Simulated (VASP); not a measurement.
A VASP calculation is set up with these files.

**INCAR**
```
# general
SYSTEM = SiC
PREC   = Accurate
ENCUT  = 520
LREAL  = .FALSE.
LASPH  = .TRUE.

# electronic loop
EDIFF  = 1E-6
NELM   = 100
ALGO   = Normal

# smearing
ISMEAR = 0
SIGMA  = 0.05

# functional
GGA    = PS

# ions
IBRION = 2
NSW    = 60
ISIF   = 3
EDIFFG = -0.02

# output
LWAVE  = .FALSE.
LCHARG = .FALSE.
```

### POSCAR
```
SiC
1.0
  1.5385284524  -2.6648092054   0.0000000000
  1.5385284524   2.6648092054   0.0000000000
  0.0000000000   0.0000000000   5.0519806082
Si C
2 2
Cartesian
  1.5385284524  -0.8882715117   2.5241638954
  1.5385284524   0.8882715117   5.0501541995
  1.5385284524  -0.8882715117   4.4223094409
  1.5385284524   0.8882715117   1.8963191368
```

### KPOINTS
```
Automatic mesh
0
Gamma
8 8 4
0 0 0
```

POTCAR, in this order: Si C (PBE.64 set). Program: vasp_std.

Problem. Write an equivalent input for Ansatz.

Solution. One equivalent input (not run):
Ansatz 0.2 input:
```yaml
crystal:
  lattice:
    - [1.5385285, -2.6648092, 0.0000000]
    - [1.5385285, 2.6648092, 0.0000000]
    - [0.0000000, 0.0000000, 5.0519806]
  atoms:
    - { symbol: Si, position: [0.6666670, 0.3333330, 0.4996385] }
    - { symbol: Si, position: [0.3333330, 0.6666670, 0.9996385] }
    - { symbol: C, position: [0.6666670, 0.3333330, 0.8753615] }
    - { symbol: C, position: [0.3333330, 0.6666670, 0.3753615] }
kpoints:
  mp_grid: { grid: [8, 8, 4] }
hamiltonian:
  xc: pbesol
  pseudopotentials: { kind: paw }
scf:
  occupations: { method: gaussian, width: 0.05 }
  max_iter: 100
relax:
  max_steps: 60
  f_tol: 0.02
  cell: {}
output: { forces: true, stress: true, eigenvalues: true }
```
What does not carry over: each code has its own PAW files, so the cut-off isn't converted (ENCUT is set for VASP's; basis.ecutwfc is left out, and Ansatz then takes the one that its files recommend); Ansatz stops its SCF on the density residual and VASP on the energy change (EDIFF).

The compound is SiC in the wurtzite structure, the rare 2H polytype. It was relaxed first. The start is the result of an earlier pass.
